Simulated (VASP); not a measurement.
Input:

```
V
1.0
   -1.52012     1.52012     1.52012
    1.52012    -1.52012     1.52012
    1.52012     1.52012    -1.52012
V
1
Cartesian
  0.00000   0.00000   0.00000
```

Computed with vdW-DF2, VASP's PBE PAW potentials (set 64) (plane waves; VASP). Numerical set-up: 520 eV cut-off, Gaussian smearing of 0.050 eV, potentials V_sv.

Problem. What does the run give for the band gap (along the path) with the smallest direct gap where there is one?

Solution. 
| Quantity | Result |
|---|---|
| band gap (along the path) | none (metal, semimetal or under 0.01 eV) |

Total energies compare only between runs with the same potentials, cut-off and functional.

The compound is V in the bcc structure. It was relaxed first. The run is not spin-polarised, so no magnetic state was tried.
